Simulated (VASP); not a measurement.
A convergence study with VASP on GaP (zinc blende): a few settings are varied, all else stays as given below, so the limit is that of these other settings. The cell's lengths are 1 % over those of the tabulated start and one atom is moved, so it is off equilibrium.

```xyz
2
Lattice="0.0000 2.7523 2.7523 2.7523 0.0000 2.7523 2.7523 2.7523 0.0000" Properties=species:S:1:pos:R:3 pbc="T T T"
Ga     0.0000     0.0000     0.0000
P      1.4367     1.3761     1.3761
```

These are PBEsol GGA, VASP's PBE PAW potentials (set 64) (plane waves; VASP) values and carry that method's errors. The last row used: 550 eV cut-off, 7×7×7 Γ-centred mesh, Gaussian smearing of 0.050 eV, potentials Ga_d P.

Gaps are read on the run's mesh, which can miss a band edge.

```csv
setting,E (eV/atom),pressure (GPa),gap on the mesh (eV),electronic steps
EDIFF = 1E-2,-4.9430,-7.28,1.288,8
EDIFF = 1E-3,-4.9432,-3.14,1.293,9
EDIFF = 1E-4,-4.9432,-2.38,1.295,10
EDIFF = 1E-5,-4.9432,-2.78,1.296,12
EDIFF = 1E-6,-4.9432,-2.78,1.296,12
```

Left out are rungs that failed or repeat a setting and relaxations that didn't move; long series are thinned to 24 rows.

The compound is GaP in the zinc blende structure. The cell was not relaxed at this level, it is distorted from the ideal structure.
